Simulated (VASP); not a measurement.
An input for Ansatz (written as the equivalent of a VASP run, and not itself run):

Ansatz 0.2 input:
```yaml
crystal:
  lattice:
    - [0.0000000, 2.2350000, 2.2350000]
    - [2.2350000, 0.0000000, 2.2350000]
    - [2.2350000, 2.2350000, 0.0000000]
  atoms:
    - { symbol: Nb, position: [0.0000000, 0.0000000, 0.0000000] }
    - { symbol: C, position: [0.5000000, 0.5000000, 0.5000000] }
kpoints:
  mp_grid: { grid: [13, 13, 13] }
hamiltonian:
  xc: pbe
  dispersion: d4
  pseudopotentials: { kind: paw }
scf:
  occupations: { method: methfessel_paxton, width: 0.1 }
  max_iter: 100
relax:
  max_steps: 60
  f_tol: 0.01
  cell: {}
output: { forces: true, stress: true, eigenvalues: true }
```

### Question
Write the VASP files for the same calculation (PBE-D4).

### Answer
This is not unique; one that fits is 
File POSCAR:
```
NbC
1
    0.0000000000     2.2350000000     2.2350000000
    2.2350000000     0.0000000000     2.2350000000
    2.2350000000     2.2350000000     0.0000000000
Nb C
1 1
Direct
  0.0000000000   0.0000000000   0.0000000000
  0.5000000000   0.5000000000   0.5000000000
```

**KPOINTS**
```
Automatic mesh
0
Gamma
13 13 13
0 0 0
```

### INCAR
```
# general
SYSTEM =NbC
PREC   =Accurate
ENCUT  =520
LREAL  =.FALSE.
LASPH  =.TRUE.

# electronic loop
EDIFF  =1E-6
NELM   =100
ALGO   =Normal
LMAXMIX=4

# smearing
ISMEAR =1
SIGMA  =0.1

# functional
GGA    =PE
IVDW   =13

# ions
IBRION =2
NSW    =60
ISIF   =3
EDIFFG =-0.01

# output
LWAVE  =.FALSE.
LCHARG =.FALSE.
```

POTCAR, in this order: Nb_sv C (PBE.64 set). Program: vasp_std.

Limits of the translation: each code has its own PAW files, so the cut-off isn't converted (ENCUT is set for VASP's; basis.ecutwfc is left out, and Ansatz then takes the one that its files recommend); Ansatz stops its SCF on the density residual and VASP on the energy change (EDIFF).

The compound is NbC in the rock salt structure. This run relaxes it. Symmetry was kept, so distortions that lower it aren't found.
